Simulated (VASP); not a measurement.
```
CELL_PARAMETERS angstrom
      0.00000     3.09310     3.09310
      3.09310     0.00000     3.09310
      3.09310     3.09310     0.00000
ATOMIC_POSITIONS crystal
  Zr 0.75000 0.75000 0.75000
  Zr 0.50000 0.50000 0.50000
```

Level of theory: r2SCAN meta-GGA, VASP's PBE PAW potentials (set 64) (plane waves; VASP). Settings: 400 eV cut-off, 11×11×11 Γ-centred mesh, tetrahedra with Blöchl corrections, potentials Zr_sv.

Task: Give the energies of bands 9 to 15 at the high-symmetry points, in eV from the Fermi level.

Result: 
```json
[
 {"band": "9", "Γ": "-4.41", "X": "-2.10", "U": "-2.25", "L": "-1.72", "W": "-2.12"},
 {"band": "10", "Γ": "-1.07", "X": "-2.10", "U": "-1.78", "L": "-1.33", "W": "-2.12"},
 {"band": "11", "Γ": "-1.07", "X": "-0.09", "U": "-0.65", "L": "-0.96", "W": "0.03"},
 {"band": "12", "Γ": "-0.01", "X": "-0.09", "U": "-0.08", "L": "-0.96", "W": "0.03"},
 {"band": "13", "Γ": "-0.01", "X": "0.51", "U": "0.53", "L": "-0.18", "W": "0.85"},
 {"band": "14", "Γ": "-0.01", "X": "0.51", "U": "1.30", "L": "-0.18", "W": "0.85"},
 {"band": "15", "Γ": "2.25", "X": "1.72", "U": "1.44", "L": "0.87", "W": "1.17"}
]
```

It has no gap at this level: it comes out as a metal or semimetal.

The structure was generated: Zr was put into the diamond type (Fd-3m), which need not be its known phase. It was relaxed first, which changed the volume by -11 %.
